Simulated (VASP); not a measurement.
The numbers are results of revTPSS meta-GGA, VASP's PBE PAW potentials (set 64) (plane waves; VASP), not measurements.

The input files of a VASP run:

**POSCAR**
```
SrCl2
1
    0.0000000000     3.5721809577     3.5721809577
    3.5721809577     0.0000000000     3.5721809577
    3.5721809577     3.5721809577     0.0000000000
Sr Cl
1 2
Direct
  0.0000000000   0.0000000000   0.0000000000
  0.2500000000   0.2500000000   0.2500000000
  0.7500000000   0.7500000000   0.7500000000
```

**KPOINTS**
```
kpoints
0
gamma
6 6 6
```

**INCAR**
```
SYSTEM = SrCl2
PREC = Accurate
ENCUT = 520
EDIFF = 1E-7
NELM = 100
ALGO = Normal
LREAL = .FALSE.
LASPH = .TRUE.
ISMEAR = 0
SIGMA = 0.05
METAGGA = RTPSS
LMIXTAU = .TRUE.
LMAXMIX = 4
LWAVE = .FALSE.
LCHARG = .FALSE.
ISIF = 2
```

POTCAR, in this order: Sr_sv Cl (PBE.64 set). Program: vasp_std.

Task: What does the run give for the energy per atom (σ→0), pressure, band gap (on the k-mesh)?

Result: 
The energy per atom (σ→0) is -171.7 kJ/mol-atom. The band gap (on the k-mesh) is 5.47 eV and the pressure comes out as -1.74 GPa.

OSZICAR:
```
...
DAV:  15    -0.533881389916E+01   -0.42545E-03   -0.13875E-04   712   0.126E-01    0.136E-02
DAV:  16    -0.533880334864E+01    0.10551E-04   -0.20010E-05   576   0.441E-02    0.136E-02
DAV:  17    -0.533883344634E+01   -0.30098E-04   -0.15411E-05   832   0.431E-02    0.390E-03
DAV:  18    -0.533883329025E+01    0.15609E-06   -0.41262E-07   640   0.668E-03    0.428E-03
DAV:  19    -0.533883384489E+01   -0.55464E-06   -0.72973E-07   848   0.671E-03    0.109E-03
DAV:  20    -0.533883425864E+01   -0.41375E-06   -0.74158E-08   472   0.273E-03    0.348E-04
DAV:  21    -0.533883416368E+01    0.94951E-07   -0.30099E-08   400   0.172E-03
   1 F= -.53388342E+01 E0= -.53388342E+01  d E =-.343156E-11
```

The compound is SrCl2 in the fluorite structure. This cell is one point of a volume scan, at 1.06 of the reference volume.
